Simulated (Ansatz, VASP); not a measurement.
# BN (BN, zinc blende or diamond type, a = 3.63 A): VASP beside Ansatz

Wanted: the spread between two codes on one cell, functional and k mesh. The cell is taken from a series of runs on this material, whose earlier steps may have relaxed, scaled, displaced or heated it; both programs get it as it stands.

Main program and level: Ansatz 0.2.0; plane waves, with VASP 6.6.1 beside it; single point at PBE.

## (1) The structure

It takes space group F-43m (No. 216, cubic). Conventional cell: a = 3.630 Å, b = 3.630 Å, c = 3.630 Å, α = 90.00°, β = 90.00°, γ = 90.00°. Nearest to B lie 4 N at 1.57 Å. N has 4 B at 1.57 Å nearest. Farther neighbours and most contacts between anions are not listed.

Structure file:

```
B N
1.0
     2.56680    0.00000    0.00000
     0.00000    2.56680    0.00000
     0.00000    0.00000    3.63000
B N
2 2
Direct
  0.00000 0.00000 0.00000
  0.50000 0.50000 0.50000
  0.50000 0.00000 0.25000
  0.00000 0.50000 0.75000
```

## (2) VASP: single point, PBE

A single point gives forces, pressure and levels at one fixed geometry, so differences don't come from the geometry; what else differs is listed under the comparison.

Lines of VASP's logs that name or quote its potential files are left out, and so is its time.

INCAR reads:

```
SYSTEM = BN
PREC = Accurate
ENCUT = 520
EDIFF = 1E-06
NELM = 120
ISMEAR = 0
SIGMA = 0.01
LREAL = .FALSE.
ALGO = Normal
GGA = PE
NBANDS = 14
LORBIT = 11
LWAVE = .FALSE.
LCHARG = .FALSE.
ISIF = 2
LASPH = .TRUE.
GGA_COMPAT = .FALSE.
EFERMI = MIDGAP
```

POSCAR reads:

```
BN
1.0
    2.5667976157      0.0000000000      0.0000000000
    0.0000000000      2.5667976157      0.0000000000
    0.0000000000      0.0000000000      3.6300000000
B N
2 2
Direct
    0.0000000000      0.0000000000      0.0000000000
    0.5000000000      0.5000000000      0.5000000000
    0.5000000000      0.0000000000      0.2500000000
    0.0000000000      0.5000000000      0.7500000000
```

KPOINTS reads:

```
Automatic mesh
0
Gamma
8 8 6
0 0 0
```

The projector-augmented-wave data sets are B and N (PBE family, release 64).

Started as:

```bash
> mpirun -np 1 vasp_std
```

Numbers of over 12 decimals in the logs are rounded to 6 here.

The program printed:

```text
[banner, memory and clock lines left out]
running    1 mpi-ranks, on    1 nodes
 distrk:  each k-point on    1 cores,    1 groups
 distr:  one band on    1 cores,    1 groups

 POSCAR found type information on POSCAR B N
 POSCAR found :  2 types and       4 ions
 LDA part: xc-table for (Slater+PW92), standard interpolation
 POSCAR, INCAR and KPOINTS ok, starting setup
 FFT: planning ... GRIDC
 FFT: planning ... GRID_SOFT
 FFT: planning ... GRID
 WAVECAR not read
 entering main loop
       N       E                     dE             d eps       ncg     rms          rms(c)
DAV:   1     0.448768085822E+02    0.44877E+02   -0.86935E+03  1680   0.113E+03
DAV:   2    -0.341788535235E+02   -0.79056E+02   -0.74423E+02  2316   0.249E+02
DAV:   3    -0.367831686076E+02   -0.26043E+01   -0.25955E+01  2286   0.433E+01
DAV:   4    -0.367937882901E+02   -0.10620E-01   -0.10618E-01  1782   0.298E+00
DAV:   5    -0.367938696159E+02   -0.81326E-04   -0.81301E-04  2172   0.233E-01    0.938E+00
DAV:   6    -0.350589768291E+02    0.17349E+01   -0.35652E+00  2094   0.155E+01    0.447E+00
DAV:   7    -0.349301228153E+02    0.12885E+00   -0.25720E-01  1992   0.443E+00    0.273E+00
DAV:   8    -0.349025013016E+02    0.27622E-01   -0.63220E-02  1818   0.216E+00    0.239E-01
DAV:   9    -0.349013771612E+02    0.11241E-02   -0.22601E-03  2076   0.495E-01    0.130E-01
DAV:  10    -0.349016290727E+02   -0.25191E-03   -0.38607E-04  1938   0.174E-01    0.268E-02
DAV:  11    -0.349016348203E+02   -0.57476E-05   -0.66984E-05  2112   0.708E-02    0.160E-02
DAV:  12    -0.349016333144E+02    0.15058E-05   -0.96465E-06  2028   0.296E-02    0.255E-03
DAV:  13    -0.349016334188E+02   -0.10439E-06   -0.30708E-07  1070   0.511E-03
   1 F= -.34901633E+02 E0= -.34901633E+02  d E =0.000000E+00
```

OUTCAR, selected parts (step 2):

```text
ion  position               nearest neighbor table
   1  0.000  0.000  0.000-   3 1.57   4 1.57   4 1.57   3 1.57
   2  0.500  0.500  0.500-   3 1.57   4 1.57   3 1.57   4 1.57
   3  0.500  0.000  0.250-   1 1.57   2 1.57   2 1.57   1 1.57
   4  0.000  0.500  0.750-   1 1.57   2 1.57   1 1.57   2 1.57

  LATTYP: Found a simple tetragonal cell.
 ALAT       =     2.5667976157
 C/A-ratio  =     1.4142135624

 Subroutine GETGRP returns: Found  8 space group operations
 (whereof  8 operations were pure point group operations)

The static configuration has the point symmetry D_2d.

 Found     60 irreducible k-points:

   k-points           NKPTS =     60   k-points in BZ     NKDIM =     60   number of bands    NBANDS=     14

   dimension x,y,z NGX =    20 NGY =   20 NGZ =   28
   dimension x,y,z NGXF=    40 NGYF=   40 NGZF=   56

   ENCUT  =  520.0 eV  38.22 Ry    6.18 a.u.   4.77  4.77  6.75*2*pi/ulx,y,z

   NELECT =      16.0000    total number of electrons

 k-points in reciprocal lattice and weights: Automatic mesh
   0.00000000  0.00000000  0.00000000       0.003
   0.12500000  0.00000000  0.00000000       0.010
   0.25000000  0.00000000  0.00000000       0.010
   0.37500000  0.00000000  0.00000000       0.010
   0.50000000  0.00000000  0.00000000       0.005
   0.12500000  0.12500000  0.00000000       0.010
   0.25000000  0.12500000  0.00000000       0.021
   0.37500000  0.12500000  0.00000000       0.021
   0.50000000  0.12500000  0.00000000       0.010
[...]
0.50000000  0.37500000  0.50000000       0.010
   0.50000000  0.50000000  0.50000000       0.003

 average (electrostatic) potential at core
       1 -24.6457       2 -24.6457       3 -60.5394       4 -60.5394

 E-fermi :   9.4738

 k-point     1 :       0.0000    0.0000    0.0000
  band No.  band energies     occupation
    ...
      4       2.4077      2.00000
      5       2.4077      2.00000
      6       7.2508      2.00000
      7       7.2508      2.00000
      8       7.2508      2.00000
      9      11.6968      0.00000
     10      16.0115      0.00000
     11      16.0115      0.00000
     12      16.0115      0.00000
     13      16.4120      0.00000
    ...

 k-point     2 :       0.1250    0.0000    0.0000
  band No.  band energies     occupation
    ...
      4       1.3581      2.00000
      5       2.6190      2.00000
      6       6.1303      2.00000
      7       6.6256      2.00000
      8       7.1557      2.00000
      9      12.6402      0.00000
     10      16.2141      0.00000
     11      16.2189      0.00000
     12      16.6892      0.00000
     13      17.3469      0.00000
    ...

 k-point     3 :       0.2500    0.0000    0.0000
  band No.  band energies     occupation
    ...
      4      -0.3126      2.00000
      5       3.2248      2.00000
      6       3.8556      2.00000
      7       5.1356      2.00000
      8       6.8153      2.00000
      9      14.1233      0.00000
     10      16.8396      0.00000
     11      16.9439      0.00000
     12      17.6705      0.00000
     13      19.7161      0.00000
    ...

  Total       -0.2074861     -0.2074861     -0.2089554      0.0000000      0.0000000      0.0000000
  in kB      -13.8998390    -13.8998390    -13.9982663      0.0000000      0.0000000      0.0000000
  external PRESSURE =     -13.9326481 kB  Pullay stress =       0.0000000 kB

  energy-cutoff  :      520.00
  volume of cell :       23.92
      direct lattice vectors                 reciprocal lattice vectors
     2.566797616  0.000000000  0.000000000     0.389590513  0.000000000  0.000000000
     0.000000000  2.566797616  0.000000000     0.000000000  0.389590513  0.000000000
     0.000000000  0.000000000  3.630000000     0.000000000  0.000000000  0.275482094

 POSITION                                       TOTAL-FORCE (eV/Angst)
 -----------------------------------------------------------------------------------
      0.00000      0.00000      0.00000        -0.000000     -0.000000     -0.000000
      1.28340      1.28340      1.81500        -0.000000      0.000000     -0.000000
      1.28340      0.00000      0.90750        -0.000000      0.000000      0.000000
      0.00000      1.28340      2.72250         0.000000     -0.000000      0.000000
 -----------------------------------------------------------------------------------
    total drift:                                0.000000      0.000000      0.000000

  FREE ENERGIE OF THE ION-ELECTRON SYSTEM (eV)
  ---------------------------------------------------
  free  energy   TOTEN  =       -34.9016334188 eV

  energy  without entropy=      -34.9016334188  energy(sigma->0) =      -34.90163342

 total charge
# of ion       s       p       d       tot
------------------------------------------
    1        0.673   1.343   0.000   2.017
    2        0.673   1.343   0.000   2.017
    3        1.212   2.751   0.000   3.964
    4        1.212   2.751   0.000   3.964
--------------------------------------------------
tot          3.771   8.189   0.000  11.960

[... 3 further parts left out ...]
```

The run ends at a pressure of -1.39 GPa.

## (3) Ansatz: single point, PBE

Ansatz runs on its default PAW (the set named soft_2) files.

The same cell, functional and mesh now go to Ansatz, which takes its cutoff from its data sets.

input.yaml reads:

```yaml
crystal:
  lattice:
    - [2.5667976157, 0.0, 0.0]
    - [0.0, 2.5667976157, 0.0]
    - [0.0, 0.0, 3.63]
  atoms:
    - { symbol: B, position: [0.0, 0.0, 0.0] }
    - { symbol: "N", position: [0.5, 0.0, 0.25] }
    - { symbol: B, position: [0.5, 0.5, 0.5] }
    - { symbol: "N", position: [0.0, 0.5, 0.75] }
kpoints:
  mp_grid: { grid: [8, 8, 6] }
hamiltonian:
  xc: pbe
scf:
  occupations: { method: fixed }
  convergence: { dr2_threshold: 1.0e-09 }
output:
  transmission:
    leads: [[0, 0]]
    kpoints: [[0, 0], [0.5, 0], [0.5, 0.5], [0.25, 0]]
    e_range: [-1.92, 4.48]
    de: 0.16
```

Started as:

```bash
> ansatz run input.yaml --threads 2 --pin off --max-ram 4096MiB --backend cpu --events-out ev --progress --plain --runs-dir out
```

The program printed:

```text
Engine: ansatz 0.2.0, aarch64-unknown-linux-gnu
Pseudopotentials: kind: paw
Pseudopotential: B, paw, valence charge 3, recommended cutoff 420 eV (normal), B.paw.azcp
Pseudopotential: N, paw, valence charge 5, recommended cutoff 420 eV (normal), N.paw.azcp
Functional definition: PBE
  parameter kappa = 0.804
  parameter beta = 0.066725
  exchange = pbe_x(kappa = kappa, mu = beta*pi^2/3)
  correlation = pbe_c(beta = beta)
Crystal: 4 atoms, lattice volume = 23.916 Å³
Basis set: ecut = 420 eV, 481 PW (Γ)
Bands: 12, of which v1, the nominal top of the filled ones, is band 8 counted from 1 (7 counted from 0)
Symmetry: 16 space group operations
Space group: F-43m (ITA 216), of the structure as read, at distance tolerance 2.9e-5 Å
k-points: 60 of 384 (time reversal used)
Non-local potential: B, projectors of the file, l = 0: 2, l = 1: 2, l = 2: 1
Non-local potential: N, projectors of the file, l = 0: 2, l = 1: 2, l = 2: 1
PAW form: soft (Blöchl's): semilocal exchange-correlation on the pseudo side does not see the compensation charge
PAW one-centre angular grid: B, 110 points (default); XC on 64 Gauss nodes
PAW one-centre angular grid: N, 110 points (default); XC on 64 Gauss nodes
Initial density: superposition of atomic densities (neutral atoms: chi_scale 0, normalization atom), corrected by the library's trained network
Initial wavefunctions: pseudopotential atomic-orbital guess
Functional: x = pbe(κ = 0.804, μ = 0.219515), c = pbe(β = 0.066725)
SCF iter   1: F=—  HF=-1084.550693 eV  |F-HF|=—  |Δ(HF+E_count)|=         —  Δρ=1.66e-3  dr2=3.85e-4  ethr=1.77e-3  ⟨swp⟩=4.1  Hψ=3246  notcnv=0  defer=86
preconditioner: auto → none  [insulator: Δε(μ)=4.463 eV  Ē_g=17.681 eV  n_scr=6 (ndim 8)  ℏωp=30.4 eV  f_vac=0.000  ε∞_Penn≈4.0]
SCF iter   2: F=—  HF=-1084.550986 eV  |F-HF|=—  |Δ(HF+E_count)|=   2.93e-4  Δρ=9.03e-4  dr2=5.79e-5  ethr=2.41e-6  ⟨swp⟩=2.0  Hψ=1802  notcnv=0  defer=118
SCF iter   3: F=—  HF=-1084.551054 eV  |F-HF|=—  |Δ(HF+E_count)|=   6.74e-5  Δρ=4.18e-4  dr2=1.26e-5  ethr=3.62e-7  ⟨swp⟩=2.2  Hψ=1138  notcnv=0  defer=53
SCF iter   4: F=—  HF=-1084.551082 eV  |F-HF|=—  |Δ(HF+E_count)|=   2.86e-5  Δρ=1.70e-4  dr2=2.23e-6  ethr=7.88e-8  ⟨swp⟩=2.1  Hψ=1106  notcnv=0  defer=1
SCF iter   5: F=—  HF=-1084.551090 eV  |F-HF|=—  |Δ(HF+E_count)|=   7.87e-6  Δρ=3.84e-5  dr2=1.33e-7  ethr=1.40e-8  ⟨swp⟩=2.9  Hψ=1282  notcnv=0
SCF iter   6: F=—  HF=-1084.551089 eV  |F-HF|=—  |Δ(HF+E_count)|=   1.12e-6  Δρ=4.54e-6  dr2=2.06e-9  ethr=8.34e-10  ⟨swp⟩=2.0  Hψ=1155  notcnv=0
SCF iter   7: F=-1084.551089 eV  HF=-1084.551089 eV  |F-HF|=1.55e-11  |Δ(HF+E_count)|=   4.24e-9  Δρ=2.37e-7  dr2=5.62e-12  ethr=6.25e-12  ⟨swp⟩=2.8  Hψ=2199  notcnv=0
SCF 1 converged in 7 iterations: F = -1084.551089 eV  dr2 = 5.62e-12
  greatest PAW one-centre occupation: 0.786 electrons in one spin orbital (limit 2), on the N atom at site 3 (counted from 0), in its partial waves of l = 0
transmission: 5 of 20 steps passed
transmission: 10 of 20 steps passed
transmission: 15 of 20 steps passed
transmission: 20 of 20 steps passed
SCF converged after 7 iterations
Free energy (F): -1084.551089 eV
Harris-Foulkes:  -1084.551089 eV  (|F-HF|=1.55e-11)
Internal energy: -1084.551089 eV  (E = F + TS)
E sigma→0 (E₀):  -1084.551089 eV
Fermi energy:    10.980879 eV
--- Per-component energies (eV) ---
  E_band       = 50.698990
  E_kinetic    = 369.767401
  E_local      = -353.046556  (includes V_loc(G=0)·N_el)
  E_nonlocal   = 112.962130
  E_hartree    = 98.863297
  E_xc         = -186.531089
  E_vxc        = -231.985162  (∫ρ·V_xc dr)
  E_paw        = -412.759031  (= ΣΔE_a)
  E_vpaw       = -44.725596  (= ΣTr[D̂ρ^β])
  E_aug_tail   = 0.000202  (compensation charges beyond the density's cutoff)
  E_ewald      = -713.807443
  E_smearing   = -0.000000  (= −TS)
  E_closure    = 0.000000  (closes the sum)
  Σ components = -1084.551089   (vs F -1084.551089, Δ=0.00e0)
--- Band table (eV; the first three rows and the last of 60) ---
  k-point 0: bands = [... 4 lower, 6.1377, 10.9809, 10.9809, 10.9809, 15.4388, 19.7521, 19.7521, 19.7522]
  k-point 1: bands = [... 4 lower, 6.3573, 10.3874, 10.4419, 10.4419, 15.7749, 19.4024, 20.4093, 20.4762]
  k-point 2: bands = [... 4 lower, 7.0000, 8.9164, 9.2573, 9.2573, 16.6582, 18.6862, 21.2139, 22.2012]
  k-point 59: bands = [... 4 lower, 4.1106, 4.1106, 4.5653, 4.5653, 20.5331, 20.5331, 24.1273, 24.1273]
--- Transmission ---
  basis      : 61 plane waves across, 5 finite elements along
  points     : 4, as listed
  energies   : 41 from -1.920000 to 4.480000 eV about the Fermi level, 0.160000 eV apart; the leads are filled to 2.228976 eV, and channels, transmission and decay are at 2.240000 eV
  crystal 0  : N2B2, at the sites [0, 0], period 3.6300 Å: whole cells are its period
    offset         : up to 0.0000 Å between an atom of the period and one for which it stands
    channels       : 0.000000e0 a spin
    conductance    : none, the energies end too early or step too widely for 300 K: set another output.transmission.e_range or a lower de, or, where they end at an eighth of basis.ecutwfc, a higher one
    slowest decay  : 0.3797 /Å at (0.5000, 0.5000)
```

In the SCF lines HF is the Harris–Foulkes energy and dr2 the Hartree energy of the density residual, in eV; the loop may stop once dr2 is under the threshold and the program's other checks hold. Hψ counts applications of the Hamiltonian.

## (4) Side by side

Known differences besides the potentials themselves: fixed occupations in Ansatz, narrow Gaussian smearing in VASP; the cutoff is 420 eV in Ansatz and 520 eV in VASP. Total energies have different zeros and are not compared.

Both answers:

| quantity | Ansatz | VASP | difference |
| --- | --- | --- | --- |
| gap on the k mesh (eV) | 4.458 | 4.446 | +0.012 |

A gap on the mesh is an upper bound, since the band edges may lie between its points.

## (5) Outcome

| Quantity | Value |
| --- | --- |
| difference in gap on the k mesh (single point, PBE) | 0.012 eV |

The difference in gap on the k mesh is 0.012 eV (single point, PBE), within the 0.08 eV picked in this series as the mark of a large difference. How closely two codes agree says nothing of how well the functional describes the real material.

[Lines on the potential files, build, host, timing and source positions are cut from VASP's logs without a mark.]

[Logs are printed without paths, hosts, clocks, repeated set-up lines and the standing remarks that a program may print on its own settings, such as how far it seeks lower states.]

[Hosts, paths, dates, database ids (printed as entryN), source tags and the programs' standing remarks are cut or masked in the printed files.]
